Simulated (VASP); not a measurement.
# C (P6_3/mmc) in VASP: notebook

One crystal, C, is run at these levels: PBE+D3(BJ); tasks: single point, relaxation of cell and atoms, relaxation of shape and atoms at fixed volume.

Everything below comes from runs of VASP 6.6.1. Logs are shortened: lines on timing, memory, paths and dates and some standing lists are left out, and cuts for length are marked.

## Step 1: The crystal as given

Symmetry: P6_3/mmc, No. 194, hexagonal system. The conventional cell has a = 2.465 Å, b = 2.465 Å, c = 6.741 Å, α = 90.00°, β = 90.00°, γ = 120.00°. Around C (site symmetry -6m2) lie 3 C at 1.42 Å. C (site symmetry -6m2) has 3 C at 1.42 Å as nearest neighbours.

## Step 2: Single point, PBE+D3(BJ)

Contents of INCAR:

```
PREC = Accurate
ENCUT = 520
EDIFF = 1E-7
ISMEAR = 0
SIGMA = 0.1
LREAL = F
LASPH = T
NELM = 60
ALGO = Normal
ISIF = 2
LWAVE = F
LCHARG = F
GGA = PE
IVDW = 12
NBANDS = 16
```

Contents of KPOINTS:

```
regular mesh
0
Gamma
  21 21 6
```

Contents of POSCAR:

```
C
1.0
    2.4649634496      0.0000000000      0.0000000000
   -1.2324817248      2.1347209668      0.0000000000
    0.0000000000      0.0000000000      6.7405394105
C
4
Direct
    0.0000000000      0.0000000000      0.0025000117
    0.0000000000      0.0000000000      0.5025000117
    0.3333333333      0.6666666667      0.0024999883
    0.6666666667      0.3333333333      0.5024999883
```

Potentials or basis: VASP PAW PBE potentials, release 64 (C).

Run with:

```
cat potpaw_PBE.64/C/POTCAR > POTCAR
mpirun -np 1 vasp_std > vasp.out
```

OUTCAR:

```text
PREC = Accurate
   ENCUT = 520
   EDIFF = 1E-7
   ISMEAR = 0
   LREAL = F
   LASPH = T
   NELM = 60
   ISIF = 2
   GGA = PE
   IVDW = 12
 IVDW          = 12

 ion  position               nearest neighbor table
   1  0.000  0.000  0.003-   3 1.42   3 1.42   3 1.42
   2  0.000  0.000  0.503-   4 1.42   4 1.42   4 1.42
   3  0.333  0.667  0.002-   1 1.42   1 1.42   1 1.42
   4  0.667  0.333  0.502-   2 1.42   2 1.42   2 1.42

  LATTYP: Found a hexagonal cell.
 ALAT       =     2.4649634496
 C/A-ratio  =     2.7345392937

  Lattice vectors:

 A1 = (   2.4649634496,   0.0000000000,   0.0000000000)
 A2 = (  -1.2324817248,   2.1347209668,   0.0000000000)
 A3 = (   0.0000000000,   0.0000000000,   6.7405394105)

Analysis of symmetry for initial positions (statically):
=====================================================================
 Subroutine PRICEL returns:
 Original cell was already a primitive cell.

 Routine SETGRP: Setting up the symmetry group for a
 hexagonal supercell.

 Subroutine GETGRP returns: Found 24 space group operations
 (whereof  6 operations were pure point group operations)
 out of a pool of 24 trial point group operations.

The static configuration has the point symmetry C_3v.
 The point group associated with its full space group is D_6h.

Analysis of symmetry for dynamics (positions and initial velocities):
=====================================================================
 Subroutine PRICEL returns:
 Original cell was already a primitive cell.

 Routine SETGRP: Setting up the symmetry group for a
 hexagonal supercell.

 Subroutine GETGRP returns: Found 24 space group operations
 (whereof  6 operations were pure point group operations)
 out of a pool of 24 trial point group operations.

The dynamic configuration has the point symmetry C_3v.
 The point group associated with its full space group is D_6h.

 Subroutine INISYM returns: Found 24 space group operations
 (whereof  6 operations are pure point group operations),
 and found     1 'primitive' translations

----------------------------------------------------------------------------------------

                                     Primitive cell

  volume of cell :      35.4688

  direct lattice vectors                    reciprocal lattice vectors
     2.464963450  0.000000000  0.000000000     0.405685529  0.234222649  0.000000000
    -1.232481725  2.134720967  0.000000000     0.000000000  0.468445298  0.000000000
     0.000000000  0.000000000  6.740539411     0.000000000  0.000000000  0.148356079

  length of vectors
     2.464963450  2.464963450  6.740539411     0.468445298  0.468445298  0.148356079

  position of ions in fractional coordinates (direct lattice)
     0.000000000  0.000000000  0.002500012
     0.000000000  0.000000000  0.502500012
     0.333333333  0.666666667  0.002499988
     0.666666667  0.333333333  0.502499988

  ion indices of the primitive-cell ions
   primitive index   ion index
                 1           1
                 2           2
                 3           3
                 4           4

----------------------------------------------------------------------------------------

 KPOINTS: regular mesh

Automatic generation of k-mesh.
 Grid dimensions read from file:
 generate k-points for:   21   21    6

 Generating k-lattice:

  Cartesian coordinates                     Fractional coordinates (reciprocal lattice)
     0.019318359  0.011153459  0.000000000     0.047619048 -0.000000000  0.000000000
     0.000000000  0.022306919  0.000000000     0.000000000  0.047619048  0.000000000
     0.000000000  0.000000000  0.024726013     0.000000000  0.000000000  0.166666667

  Length of vectors
     0.022306919  0.022306919  0.024726013

  Shift w.r.t. Gamma in fractional coordinates (k-lattice)
     0.000000000  0.000000000  0.000000000

 Subroutine IBZKPT returns following result:
 ===========================================

 Found    192 irreducible k-points:

 Following reciprocal coordinates:
            Coordinates               Weight
  0.000000  0.000000  0.000000      1.000000
  0.047619 -0.000000  0.000000      6.000000
  0.095238 -0.000000  0.000000      6.000000
  0.142857  0.000000  0.000000      6.000000
  0.190476 -0.000000  0.000000      6.000000
  0.238095 -0.000000  0.000000      6.000000
[... 16 lines left out ...]
  0.142857  0.095238  0.000000     12.000000
  0.190476  0.095238  0.000000     12.000000
 [... further k-points ...]
   k-points           NKPTS =    192   k-points in BZ     NKDIM =    192   number of bands    NBANDS=     16
   number of dos      NEDOS =    301   number of ions     NIONS =      4
   total plane-waves  NPLWV =  16200
   dimension x,y,z NGX =    18 NGY =   18 NGZ =   50
   dimension x,y,z NGXF=    36 NGYF=   36 NGZF=  100
   ions per type =               4
   NGX,Y,Z   is equivalent  to a cutoff of  12.14, 12.14, 12.33 a.u.
   NGXF,Y,Z  is equivalent  to a cutoff of  24.28, 24.28, 24.66 a.u.
[... 67 lines left out ...]
  band No.  band energies     occupation
      1     -15.0095      2.00000
      2     -14.7197      2.00000
      3      -3.8562      2.00000
      4      -1.9343      2.00000
      5       1.6202      2.00000
      6       1.6202      2.00000
[... 8 lines left out ...]
     15      16.0014      0.00000
     16      16.2055      0.00000

 k-point     2 :       0.0476   -0.0000    0.0000
  band No.  band energies     occupation
      1     -14.9553      2.00000
      2     -14.6665      2.00000
      3      -3.7904      2.00000
      4      -1.8727      2.00000
      5       1.3972      2.00000
      6       1.4202      2.00000
[... 8 lines left out ...]
     15      15.8074      0.00000
     16      16.0231      0.00000

 k-point     3 :       0.0952   -0.0000    0.0000
  band No.  band energies     occupation
      1     -14.7931      2.00000
      2     -14.5072      2.00000
      3      -3.5936      2.00000
      4      -1.6887      2.00000
      5       0.7726      2.00000
      6       0.8085      2.00000
[... 8 lines left out ...]
     15      15.3178      0.00000
     16      15.5053      0.00000

 k-point     4 :       0.1429    0.0000    0.0000
  band No.  band energies     occupation
      1     -14.5233      2.00000
      2     -14.2422      2.00000
      3      -3.2672      2.00000
      4      -1.3842      2.00000
      5      -0.1524      2.00000
      6      -0.0998      2.00000
[... 8 lines left out ...]
     15      14.9317      0.00000
     16      15.5556      0.00000

 k-point     5 :       0.1905   -0.0000    0.0000
  band No.  band energies     occupation
      1     -14.1471      2.00000
      2     -13.8726      2.00000
      3      -2.8137      2.00000
      4      -1.2707      2.00000
      5      -1.1996      2.00000
      6      -0.9633      2.00000
[... 8 lines left out ...]
     15      16.1770      0.00000
     16      16.2233      0.00000

 k-point     6 :       0.2381   -0.0000    0.0000
  band No.  band energies     occupation
      1     -13.6660      2.00000
      2     -13.3999      2.00000
      3      -2.4958      2.00000
      4      -2.4054      2.00000
      5      -2.2374      2.00000
      6      -0.4327      2.00000
[... 8 lines left out ...]
     15      17.6611      0.00000
     16      17.7047      0.00000
[... 267 lines left out ...]
 k-point    21 :       0.4762    0.0476    0.0000
  band No.  band energies     occupation
      1      -9.6421      2.00000
      2      -9.5345      2.00000
      3      -8.5767      2.00000
      4      -8.4958      2.00000
      5      -1.9598      2.00000
      6      -1.9022      2.00000
[... 8 lines left out ...]
     15      18.7028      0.00000
     16      19.5679      0.00000

 k-point    22 :       0.0952    0.0952    0.0000
  band No.  band energies     occupation
      1     -14.3619      2.00000
      2     -14.0836      2.00000
      3      -3.0722      2.00000
      4      -1.2028      2.00000
      5      -0.4880      2.00000
      6      -0.4540      2.00000
[... 8 lines left out ...]
     15      14.9036      0.00000
     16      15.6714      0.00000

 k-point    23 :       0.1429    0.0952    0.0000
  band No.  band energies     occupation
      1     -13.9865      2.00000
      2     -13.7148      2.00000
      3      -2.6202      2.00000
      4      -1.4367      2.00000
      5      -1.3853      2.00000
      6      -0.7841      2.00000
[... 8 lines left out ...]
     15      15.6648      0.00000
     16      15.9741      0.00000

 k-point    24 :       0.1905    0.0952    0.0000
  band No.  band energies     occupation
      1     -13.5065      2.00000
      2     -13.2431      2.00000
      3      -2.5452      2.00000
      4      -2.4682      2.00000
      5      -2.0459      2.00000
      6      -0.8755      2.00000
[... 8 lines left out ...]
     15      16.5349      0.00000
     16      16.7493      0.00000

 [... further k-points ...]

------------------------ aborting loop because EDIFF is reached ----------------------------------------

 Edisp (eV)   -0.62198

 E8    (eV) :    -0.1761

  FORCE on cell =-STRESS in cart. coord.  units (eV):
  Direction    XX          YY          ZZ          XY          YZ          ZX
  --------------------------------------------------------------------------------------
  -------------------------------------------------------------------------------------
  Total       0.15686     0.15686    -0.01768    -0.00000     0.00000     0.00000
  in kB       7.08563     7.08563    -0.79854    -0.00000     0.00000     0.00000
  external pressure =        4.46 kB  Pullay stress =        0.00 kB

 VOLUME and BASIS-vectors are now :
 -----------------------------------------------------------------------------
  energy-cutoff  :      520.00
  volume of cell :       35.47
      direct lattice vectors                 reciprocal lattice vectors
     2.464963450  0.000000000  0.000000000     0.405685529  0.234222649  0.000000000
    -1.232481725  2.134720967  0.000000000     0.000000000  0.468445298  0.000000000
     0.000000000  0.000000000  6.740539411     0.000000000  0.000000000  0.148356079

 POSITION                                       TOTAL-FORCE (eV/Angst)
 -----------------------------------------------------------------------------------
      0.00000      0.00000      0.01685        -0.000000      0.000000      0.000000
      0.00000      0.00000      3.38712         0.000000      0.000000     -0.000000
     -0.00000      1.42315      0.01685         0.000000      0.000000     -0.000000
      1.23248      0.71157      3.38712        -0.000000     -0.000000      0.000000
 -----------------------------------------------------------------------------------
    total drift:                               -0.000000     -0.000000      0.000171

  FREE ENERGIE OF THE ION-ELECTRON SYSTEM (eV)
  ---------------------------------------------------
  free  energy   TOTEN  =       -37.4699002659 eV

  energy  without entropy=      -37.4693096680  energy(sigma->0) =      -37.46960497
```

It took 86 s on 1 thread of Intel Xeon Platinum 8259CL at 2.50GHz (Skylake/Cascade Lake), shared host; peak memory 0.2 GiB.

What came out:

| Quantity | Value |
| --- | --- |
| Free energy | -37.4699 eV |
| Pressure | 0.4 GPa |
| Band gap on the k mesh | none (metal or under the smearing width) |
| Dispersion energy per atom | -0.155 eV |

## Step 3: Relaxation of cell and atoms, PBE+D3(BJ)

This run uses another cell than the first one, of 8.97 Å³/atom, 1.011 times its volume.

Contents of INCAR:

```
SYSTEM = C
  PREC = Accurate
  ENCUT = 600
  EDIFF = 1E-7
  ISMEAR = 0
  SIGMA = 0.1
  LREAL = .False.
  LASPH = .True.
  NELM = 100
  ALGO = Normal
  ISIF = 3
  LWAVE = .False.
  LCHARG = .False.
  GGA = PE
  IVDW = 12
  IBRION = 2
  NSW = 100
  EDIFFG = -0.005
```

Contents of KPOINTS:

```
regular mesh
0
Gamma
  21 21 6
  0 0 0
```

Contents of POSCAR:

```
C
1.0
    2.4700000000      0.0000000000      0.0000000000
   -1.2350000000      2.1390827473      0.0000000000
    0.0000000000      0.0000000000      6.7900000000
C
4
Direct
    0.0000000000      0.0000000000      0.0000000000
    0.0000000000      0.0000000000      0.5000000000
    0.3333333333      0.6666666667      0.0050000000
    0.6666666667      0.3333333333      0.5050000000
```

Potentials or basis: VASP PAW PBE potentials, release 64 (C).

Run with:

```
cat potpaw_PBE.64/C/POTCAR > POTCAR
mpirun -np 1 vasp_std > vasp.out
```

Wall time 11 min (1 thread of Intel Xeon Platinum 8259CL at 2.50GHz (Skylake/Cascade Lake), shared host); peak memory 0.23 GiB.

Results (log left out):

```
Free energy                            : -37.4809 eV
Relaxed volume                         : 8.79 Å³/atom
Relaxed cell                           : a = 2.465 Å, b = 2.465 Å, c = 6.677 Å, α = 90.00°, β = 90.00°, γ = 120.00°
Space group after relaxing (to 0.05 Å) : P6_3/mmc (No. 194)
Energy gained by relaxing              : 5.3 meV/atom
Ionic steps                            : 12
Pressure after relaxing                : 0.0 GPa
Band gap on the k mesh                 : none (metal or under the smearing width)
Dispersion energy per atom             : -0.157 eV
```

Forces on the atoms (eV/Å):
```
C    0.000  0.000 -0.002
C    0.000  0.000 -0.002
C    0.000  0.000  0.002
C    0.000  0.000  0.002
```

Step by step:
| step | energy change (eV) | largest force (eV/Å) | pressure (GPa) | volume (Å³) |
| --- | --- | --- | --- | --- |
| 1 | 0.0000 | 0.5671 | -1.86 | 35.88 |
| 2 | -0.0069 | 0.3455 | 3.95 | 35.34 |
| 3 | -0.0193 | 0.0599 | 1.36 | 35.58 |
| 4 | -0.0168 | 0.1132 | -2.91 | 35.88 |
| 5 | -0.0205 | 0.0022 | -0.20 | 35.68 |
| 6 | -0.0206 | 0.0027 | -0.18 | 35.64 |
| 7 | -0.0209 | 0.0040 | -0.13 | 35.52 |
| 8 | -0.0213 | 0.0067 | -0.02 | 35.28 |
| 9 | -0.0210 | 0.0119 | 0.23 | 34.80 |
| 10 | -0.0214 | 0.0082 | 0.05 | 35.14 |
| 11 | -0.0212 | 0.0282 | -0.44 | 35.16 |
| 12 | -0.0214 | 0.0024 | -0.03 | 35.14 |

Final structure:
```
C
1.0
     2.46527    0.00000    0.00000
    -1.23264    2.13499    0.00000
     0.00000    0.00000    6.67682
C
4
Cartesian
  2.4653 0.0000 0.0168
  1.2326 2.1350 3.3552
  0.0000 1.4233 0.0166
  1.2326 0.7117 3.3550
```

Levels at points of the mesh, in eV from the Fermi level:
| k point | band 5 | band 6 | band 7 | band 8 | band 9 | band 10 | band 11 | band 12 |
| --- | --- | --- | --- | --- | --- | --- | --- | --- |
| (0.00, 0.00, 0.00) | -3.01 | -3.01 | -2.99 | -2.99 | 4.34 | 8.33 | 8.33 | 8.38 |
| (0.00, 0.00, 0.50) | -3.00 | -3.00 | -3.00 | -3.00 | 7.02 | 7.02 | 8.35 | 8.35 |

## Step 4: Single point, PBE+D3(BJ)

This run uses another cell than the first one, of 9.13 Å³/atom, 1.030 times its volume.

Contents of INCAR:

```
PREC = Accurate
ENCUT = 520
EDIFF = 1E-6
ISMEAR = 0
SIGMA = 0.1
LREAL = False
LASPH = True
NELM = 80
ALGO = Normal
ISIF = 2
LWAVE = False
LCHARG = False
GGA = PE
IVDW = 12
NBANDS = 16
```

Contents of KPOINTS:

```
Automatic mesh
0
Gamma
  21 21 6
```

Contents of POSCAR:

```
C
1.0
    2.4666132594      0.0000000000      0.0000000000
   -1.2333066297      2.1361497439      0.0000000000
    0.0000000000      0.0000000000      6.9334712874
C
4
Direct
    0.0000000000      0.0000000000      0.0025000000
    0.0000000000      0.0000000000      0.5025000000
    0.3333333333      0.6666666667      0.0025000000
    0.6666666667      0.3333333333      0.5025000000
```

Run with:

```
cat potpaw_PBE.64/C/POTCAR > POTCAR
mpirun -np 1 vasp_std > vasp.out
```

Wall time 91 s (1 thread of Intel Xeon Platinum 8259CL at 2.50GHz (Skylake/Cascade Lake), shared host); peak memory 0.21 GiB.

Results (log left out):

| Property | Result |
| --- | --- |
| Free energy | -37.4675 eV |
| Pressure | -0.4 GPa |
| Band gap on the k mesh | none (metal or under the smearing width) |
| Dispersion energy per atom | -0.150 eV |

Stress tensor (GPa, compression positive):
```
-0.09  0.00  0.00
 0.00 -0.09  0.00
 0.00  0.00 -0.88
```

Levels at points of the mesh, in eV from the Fermi level:
```
           k point  band 4  band 5  band 6  band 7  band 8  band 9  band 10  band 11  band 12  band 13
(0.00, 0.00, 0.00)   -6.71   -3.02   -3.02   -3.01   -3.01    4.04     8.31     8.31     8.35     8.35
(0.00, 0.00, 0.50)   -7.61   -3.01   -3.01   -3.01   -3.01    6.43     6.43     8.33     8.33     8.33
```

## Step 5: Relaxation of shape and atoms at fixed volume, PBE+D3(BJ)

This run uses another cell than the first one, of 9.13 Å³/atom, 1.030 times its volume.

Contents of INCAR:

```
ALGO = Fast ; EDIFF = 1E-6
EDIFFG = -0.01 ; ENCUT = 600
GGA = PE ; IBRION = 2
ISIF = 4 ; ISMEAR = 0
IVDW = 12 ; LASPH = T
LCHARG = F ; LREAL = F
LWAVE = F ; NELM = 80
NSW = 50 ; PREC = Accurate
SIGMA = 0.1
```

Contents of KPOINTS:

```
k-points
0
Gamma
  21 21 6
```

Contents of POSCAR:

```
C
1.0
    2.4893706156      0.0000000000      0.0000000000
   -1.2446853078      2.1558581926      0.0000000000
    0.0000000000      0.0000000000      6.8072817651
C
4
Direct
    0.0000000000      0.0000000000      0.0025000117
    0.0000000000      0.0000000000      0.5025000117
    0.3333333333      0.6666666667      0.0024999883
    0.6666666667      0.3333333333      0.5024999883
```

Run with:

```
cat potpaw_PBE.64/C/POTCAR > POTCAR
mpirun -np 1 vasp_std > vasp.out
```

Run time: 4 min. Hardware: 1 thread of Intel Xeon Platinum 8259CL at 2.50GHz (Skylake/Cascade Lake), shared host; peak memory 0.22 GiB.

The run converged. Its results:

- Free energy: -37.4782 eV
- Energy gained by relaxing: 5.8 meV/atom
- Ionic steps: 3
- Pressure after relaxing: -1.1 GPa
- Band gap on the k mesh: none (metal or under the smearing width)
- Dispersion energy per atom: -0.150 eV

The path:
| step | energy change (eV) | largest force (eV/Å) | pressure (GPa) | volume (Å³) |
| --- | --- | --- | --- | --- |
| 1 | 0.0000 | 0.0000 | -8.17 | 36.53 |
| 2 | -0.0225 | 0.0000 | 0.22 | 36.53 |
| 3 | -0.0232 | 0.0000 | -1.07 | 36.53 |

Final structure:
```yaml
crystal:
  lattice:
    - [2.46749, 0.00000, 0.00000]
    - [-1.23374, 2.13691, 0.00000]
    - [0.00000, 0.00000, 6.92857]
  atoms:
    - { symbol: C, position: [0.00000, 0.00000, 0.00250] }
    - { symbol: C, position: [0.00000, 0.00000, 0.50250] }
    - { symbol: C, position: [0.33333, 0.66667, 0.00250] }
    - { symbol: C, position: [0.66667, 0.33333, 0.50250] }
```

Levels at points of the mesh, in eV from the Fermi level:
| k point | band 4 | band 5 | band 6 | band 7 | band 8 | band 9 | band 10 | band 11 | band 12 |
| --- | --- | --- | --- | --- | --- | --- | --- | --- | --- |
| (0.00, 0.00, 0.00) | -6.70 | -3.02 | -3.02 | -3.01 | -3.01 | 4.05 | 8.30 | 8.32 | 8.34 |
| (0.00, 0.00, 0.50) | -7.61 | -3.02 | -3.02 | -3.02 | -3.02 | 6.45 | 6.45 | 8.32 | 8.32 |

## Step 6: Summary

```csv
task,cell,cutoff (eV),gap on the mesh (eV),pressure (GPa)
single point,"P6_3/mmc, 8.87 Å³/atom",520,none,0.4
relaxation of cell and atoms,relaxed,600,none,0.0
single point,"P6_3/mmc, 9.13 Å³/atom",520,none,-0.4
relaxation of shape and atoms at fixed volume,relaxed at fixed volume,600,none,-1.1
```

Alike in all rows: level PBE+D3(BJ); potentials or basis VASP PAW PBE potentials, release 64 (C); no spin polarisation; k mesh 21 × 21 × 6; smearing gaussian 0.1 eV.

Absolute energies hang on the potentials; compare differences alone.
